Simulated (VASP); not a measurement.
Crystal: BN.

```
B N
1.0
     2.54000    0.00000    0.00000
    -1.27000    2.19970    0.00000
     0.00000    0.00000    6.59800
B N
2 2
Direct
  0.33333 0.66667 0.25000
  0.66667 0.33333 0.75000
  0.33333 0.66667 0.75000
  0.66667 0.33333 0.25000
```

* Program: VASP 6.6.1
* Task: relaxation of cell and atoms
* Functional: r2SCAN
* Potentials or basis: VASP PAW PBE potentials, release 64 (B, N)
* Cutoff: 600 eV
* k mesh: 12 × 12 × 4
* Occupations: gaussian, width 0.02 eV
* Spin: no spin polarisation

At the start: pressure -10.0 GPa; volume 9.22 Å³/atom.

Task: How do energy, volume and symmetry change on relaxing?

Result: Over 12 steps the energy falls by 14.4 meV/atom and the volume is 9.28 Å³/atom (+0.7 %); space group P6_3/mmc (No. 194, to 0.05 Å).

Step by step:
| step | energy change (eV) | largest force (eV/Å) | pressure (GPa) | volume (Å³) |
| --- | --- | --- | --- | --- |
| 1 | 0.0000 | 0.0000 | -10.01 | 36.86 |
| 2 | 0.1661 | 0.0000 | 24.77 | 33.85 |
| 3 | -0.0538 | 0.0000 | 0.04 | 35.85 |
| 4 | -0.0538 | 0.0000 | 0.32 | 35.82 |
| 5 | -0.0538 | 0.0000 | 0.54 | 35.80 |
| 6 | -0.0543 | 0.0000 | 0.53 | 35.88 |
| 7 | -0.0555 | 0.0000 | 0.48 | 36.13 |
| 8 | -0.0570 | 0.0000 | 0.40 | 36.63 |
| 9 | -0.0568 | 0.0000 | 0.30 | 37.62 |
| 10 | -0.0574 | 0.0000 | 0.35 | 37.09 |
| 11 | -0.0524 | 0.0000 | -3.16 | 37.53 |
| 12 | -0.0574 | 0.0000 | 0.00 | 37.13 |

Final structure:
```yaml
crystal:
  lattice:
    - [2.50253, 0.00000, 0.00000]
    - [-1.25126, 2.16725, 0.00000]
    - [0.00000, 0.00000, 6.84597]
  atoms:
    - { symbol: B, position: [0.33333, 0.66667, 0.25000] }
    - { symbol: B, position: [0.66667, 0.33333, 0.75000] }
    - { symbol: N, position: [0.33333, 0.66667, 0.75000] }
    - { symbol: N, position: [0.66667, 0.33333, 0.25000] }
```

Caveat: the PAW data sets were made with another functional, which shifts forces and pressure a little.
